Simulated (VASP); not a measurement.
Input:

```
CELL_PARAMETERS angstrom
      4.77073     0.00000     0.00000
      0.00000     4.77073     0.00000
      0.00000     0.00000     3.21951
ATOMIC_POSITIONS crystal
  Sn 0.00000 0.00000 0.00000
  Sn 0.50000 0.50000 0.50000
  O  0.30640 0.30640 0.00000
  O  0.19360 0.80640 0.50000
  O  0.69360 0.69360 0.00000
  O  0.80640 0.19360 0.50000
```

Computed with PBEsol GGA, VASP's PBE PAW potentials (set 64) (plane waves; VASP). Numerical set-up: 520 eV cut-off, Gaussian smearing of 0.050 eV, potentials Sn_d O.

Unless said otherwise, spin-orbit coupling is left out, though it shifts the bands of the heavy elements here.

Problem. Give the energies of bands 15 to 28 at the high-symmetry points, in eV from the valence-band maximum.

Solution. 
```csv
band,Γ,X,M,Z,R,A
15,-8.14,-6.57,-5.56,-7.24,-6.94,-7.99
16,-4.05,-6.57,-5.56,-7.24,-6.94,-7.99
17,-4.05,-3.12,-3.89,-4.23,-5.56,-4.99
18,-3.96,-3.12,-3.89,-4.23,-5.56,-4.99
19,-3.08,-2.98,-3.04,-3.79,-4.20,-2.58
20,-2.04,-2.98,-3.04,-3.79,-4.20,-2.58
21,-1.97,-1.97,-1.98,-2.65,-1.74,-2.44
22,-1.28,-1.97,-1.98,-2.65,-1.74,-2.44
23,-1.28,-1.23,-1.35,-1.64,-1.08,-0.96
24,-0.77,-1.23,-1.35,-1.64,-1.08,-0.96
25,-0.77,-0.63,-0.89,-1.24,-0.73,-0.81
26,0.00,-0.63,-0.89,-1.24,-0.73,-0.81
27,0.88,4.10,4.49,5.83,6.11,4.52
28,5.80,4.10,4.49,5.83,6.11,4.52
```

The gap is direct, 0.88 eV, from the valence maximum at Γ to the conduction minimum at Γ.

The structure comes from a measured SnO2 entry (P4_2/mnm) of the Crystallography Open Database, whose conditions weren't checked. It was relaxed first.
